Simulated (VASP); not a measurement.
Data:

```
Sb
1.0
    4.02128    -2.19293    -0.00189
    4.02128     2.19293    -0.00189
    2.82710     0.00000     3.60376
Sb
2
Direct
  0.23296   0.23296   0.23296
  0.76704   0.76704   0.76704
```

All values below come from PBE GGA, VASP's PBE PAW potentials (set 64) (plane waves; VASP). Settings: 480 eV cut-off, 8×8×8 Γ-centred mesh, Gaussian smearing of 0.050 eV, potentials Sb.

Unless said otherwise, spin-orbit coupling is left out, though it shifts the bands of the heavy elements here.

Problem. Estimate the energy per atom (σ→0), band gap (on the k-mesh) with the smallest direct gap where there is one.

Solution. 
The band gap (on the k-mesh) comes out as none (metal, semimetal or under 0.01 eV) and the energy per atom (σ→0) is -4.141 eV/atom.

Total energies compare only between runs with the same potentials, cut-off and functional.

The compound is Sb in the a7 structure. It was relaxed first, which changed the volume by +5 %.
